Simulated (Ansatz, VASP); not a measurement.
B2AsN: VASP beside Ansatz

File INCAR:

```
SYSTEM = B2AsN
ALGO     = Fast           ! electronic algorithm
EDIFF    = 1E-6           ! SCF threshold, eV
ENCUT    = 520            ! plane-wave cutoff, eV
GGA      = PE             ! functional
ISIF     = 2              ! what is computed and relaxed
ISMEAR   = -1             ! smearing method
LASPH    = .True.         ! aspherical terms in the spheres
LCHARG   = .False.        ! write CHGCAR
LREAL    = .False.        ! projectors in reciprocal space
LWAVE    = .False.        ! write WAVECAR
NBANDS   = 16             ! bands
NELM     = 100            ! most SCF steps
PREC     = Accurate       ! precision mode
SIGMA    = 0.02           ! smearing width, eV
```

KPOINTS

```
k-points
0
Gamma
  6 6 4
  0 0 0
```

Contents of POSCAR:

```
B2AsN
1.0
    2.9886495489      0.0000000000      0.0000000000
    0.0000000000      2.9886495489      0.0000000000
    0.0000000000      0.0000000000      4.2744726806
N B As
1 2 1
Direct
    0.0000000000      0.0000000000      0.0000000000
    0.0000000000      0.5000000000      0.8013540275
    0.5000000000      0.0000000000      0.1986459725
    0.5000000000      0.5000000000      0.5000000000
```

Input for Ansatz:

```yaml
crystal:
  lattice:
    - [2.9886495489, 0.0, 0.0]
    - [0.0, 2.9886495489, 0.0]
    - [0.0, 0.0, 4.2744726806]
  atoms:
    - { symbol: "N", position: [0.0, 0.0, 0.0] }
    - { symbol: B, position: [0.0, 0.5, 0.8013540275] }
    - { symbol: As, position: [0.5, 0.5, 0.5] }
    - { symbol: B, position: [0.5, 0.0, 0.1986459725] }
kpoints:
  mp_grid: { grid: [6, 6, 4] }
hamiltonian:
  xc: pbe
scf:
  occupations: { method: fermi_dirac, width: 0.02 }
  n_extra_bands: 5
output:
  forces: true
  stress: true
  eigenvalues: true
```

The cell was built by a generator and needn't be a form met in nature.

Alike in both runs: task single point; functional PBE; k mesh 6 × 6 × 4; occupations fermi-dirac, width 0.02 eV; no spin polarisation.

```csv
,VASP,Ansatz
version,VASP 6.6.1,Ansatz 0.2.0
potentials or method,"VASP PAW PBE potentials, release 64 (N, B, As)","plane waves, PAW"
plane-wave cutoff (eV),520,420
valence electrons in the cell,16,26
```

|  | VASP | Ansatz | Ansatz less VASP |
| --- | --- | --- | --- |
| pressure (GPa) | 3.6 | 2.7 | -0.90 |
| largest component of the traceless stress (GPa) | 0.69 | 0.53 | -0.156 |
| rms of the force components (eV/Å) | 0.157 | 0.114 | -0.0430 |

The functional is the same, so the differences come from potentials, cutoffs and numerics. The two sets of potentials don't hold the same shells in valence.

Caveats: the k mesh is coarse (spacing up to 0.37 Å⁻¹), so the values aren't converged.
